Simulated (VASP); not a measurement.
Given:

```
CELL_PARAMETERS angstrom
      0.00000     2.96000     2.96000
      2.96000     0.00000     2.96000
      2.96000     2.96000     0.00000
ATOMIC_POSITIONS crystal
  Ca 0.00000 0.00000 0.00000
  Se 0.50000 0.50000 0.50000
```

Computed with G0W0 on PBE orbitals, VASP's PBE PAW potentials (set 64) (plane waves; VASP). Run with PREC = Normal, 500 eV cut-off, 4×4×4 Γ-centred mesh, Gaussian smearing of 0.010 eV, potentials Ca_sv_GW Se_GW.

The mesh is coarse and the basis finite, so the quasiparticle values are not converged.

NBANDS = 100, ENCUTGW = 150 eV, NOMEGA = 64. The PBE levels (eV) that the step starts from are:

| state | KS energy | filling |
|---|---|---|
| k1 (0.00, 0.00, 0.00), band 5 | -8.13 | 2 |
| k1 (0.00, 0.00, 0.00), band 6 | 3.66 | 2 |
| k1 (0.00, 0.00, 0.00), band 7 | 3.66 | 2 |
| k1 (0.00, 0.00, 0.00), band 8 | 3.66 | 2 |
| k1 (0.00, 0.00, 0.00), band 9 | 6.98 | 0 |
| k1 (0.00, 0.00, 0.00), band 10 | 7.36 | 0 |
| k1 (0.00, 0.00, 0.00), band 11 | 7.36 | 0 |
| k1 (0.00, 0.00, 0.00), band 12 | 7.36 | 0 |
| k5 (0.50, 0.25, 0.00), band 5 | -7.49 | 2 |
| k5 (0.50, 0.25, 0.00), band 6 | 1.02 | 2 |
| k5 (0.50, 0.25, 0.00), band 7 | 2.06 | 2 |
| k5 (0.50, 0.25, 0.00), band 8 | 2.59 | 2 |
| k5 (0.50, 0.25, 0.00), band 9 | 7.05 | 0 |
| k5 (0.50, 0.25, 0.00), band 10 | 9.29 | 0 |
| k5 (0.50, 0.25, 0.00), band 11 | 9.33 | 0 |
| k5 (0.50, 0.25, 0.00), band 12 | 9.55 | 0 |
| k6 (-0.25, 0.25, 0.00), band 5 | -7.53 | 2 |
| k6 (-0.25, 0.25, 0.00), band 6 | 1.02 | 2 |
| k6 (-0.25, 0.25, 0.00), band 7 | 2.16 | 2 |
| k6 (-0.25, 0.25, 0.00), band 8 | 2.53 | 2 |
| k6 (-0.25, 0.25, 0.00), band 9 | 8.40 | 0 |
| k6 (-0.25, 0.25, 0.00), band 10 | 8.51 | 0 |
| k6 (-0.25, 0.25, 0.00), band 11 | 8.64 | 0 |
| k6 (-0.25, 0.25, 0.00), band 12 | 9.05 | 0 |

Question: Give the quasiparticle energies and renormalisation factors Z.

Answer: 
```json
[
 {"state": "k1 (0.00, 0.00, 0.00), band 5", "QP energy (eV)": "-8.90", "Z": "0.69"},
 {"state": "k1 (0.00, 0.00, 0.00), band 6", "QP energy (eV)": "2.86", "Z": "0.77"},
 {"state": "k1 (0.00, 0.00, 0.00), band 7", "QP energy (eV)": "2.86", "Z": "0.77"},
 {"state": "k1 (0.00, 0.00, 0.00), band 8", "QP energy (eV)": "2.86", "Z": "0.77"},
 {"state": "k1 (0.00, 0.00, 0.00), band 9", "QP energy (eV)": "7.44", "Z": "0.79"},
 {"state": "k1 (0.00, 0.00, 0.00), band 10", "QP energy (eV)": "8.67", "Z": "0.76"},
 {"state": "k1 (0.00, 0.00, 0.00), band 11", "QP energy (eV)": "8.67", "Z": "0.76"},
 {"state": "k1 (0.00, 0.00, 0.00), band 12", "QP energy (eV)": "8.67", "Z": "0.76"},
 {"state": "k5 (0.50, 0.25, 0.00), band 5", "QP energy (eV)": "-8.20", "Z": "0.69"},
 {"state": "k5 (0.50, 0.25, 0.00), band 6", "QP energy (eV)": "0.03", "Z": "0.74"},
 {"state": "k5 (0.50, 0.25, 0.00), band 7", "QP energy (eV)": "1.18", "Z": "0.75"},
 {"state": "k5 (0.50, 0.25, 0.00), band 8", "QP energy (eV)": "1.77", "Z": "0.76"},
 {"state": "k5 (0.50, 0.25, 0.00), band 9", "QP energy (eV)": "8.04", "Z": "0.77"},
 {"state": "k5 (0.50, 0.25, 0.00), band 10", "QP energy (eV)": "11.01", "Z": "0.74"},
 {"state": "k5 (0.50, 0.25, 0.00), band 11", "QP energy (eV)": "11.29", "Z": "0.73"},
 {"state": "k5 (0.50, 0.25, 0.00), band 12", "QP energy (eV)": "11.35", "Z": "0.74"},
 {"state": "k6 (-0.25, 0.25, 0.00), band 5", "QP energy (eV)": "-8.24", "Z": "0.68"},
 {"state": "k6 (-0.25, 0.25, 0.00), band 6", "QP energy (eV)": "0.07", "Z": "0.74"},
 {"state": "k6 (-0.25, 0.25, 0.00), band 7", "QP energy (eV)": "1.27", "Z": "0.76"},
 {"state": "k6 (-0.25, 0.25, 0.00), band 8", "QP energy (eV)": "1.77", "Z": "0.75"},
 {"state": "k6 (-0.25, 0.25, 0.00), band 9", "QP energy (eV)": "9.68", "Z": "0.75"},
 {"state": "k6 (-0.25, 0.25, 0.00), band 10", "QP energy (eV)": "10.15", "Z": "0.74"},
 {"state": "k6 (-0.25, 0.25, 0.00), band 11", "QP energy (eV)": "10.19", "Z": "0.76"},
 {"state": "k6 (-0.25, 0.25, 0.00), band 12", "QP energy (eV)": "10.64", "Z": "0.74"}
]
```
On the mesh the gap opens from 2.03 to 3.63 eV.

The compound is CaSe in the rock salt structure. The cell was not relaxed at this level. The k-mesh is coarse (spacing up to 0.46 per Å, 2π included), so the numbers may not be converged in it.
